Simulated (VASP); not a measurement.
Input:

```yaml
crystal:
  lattice:
    - [0.00000, 2.21622, 2.21622]
    - [2.21622, 0.00000, 2.21622]
    - [2.21622, 2.21622, 0.00000]
  atoms:
    - { symbol: Nb, position: [0.00000, 0.00000, 0.00000] }
    - { symbol: N, position: [0.50000, 0.50000, 0.50000] }
```

Method: vdW-DF-cx, VASP's PBE PAW potentials (set 64) (plane waves; VASP). Settings: 520 eV cut-off, 14×14×14 Γ-centred mesh, first-order Methfessel-Paxton smearing of 0.10 eV, potentials Nb_sv N.

The job: NbN (rock salt), 2 atoms, vdW-DF-cx, static run, 520 eV, 14×14×14 Γ-centred mesh. Roughly how much core time does it take on a busy server core?

About 50 core-seconds (one run on a shared machine, a rough figure). It had 104 irreducible k-points, 13 bands, up to 598 plane waves and 15 electronic steps.

The compound is NbN in the rock salt structure, the cubic δ form, which competes with hexagonal ones. This cell is one point of a volume scan, at 1.03 of the reference volume.
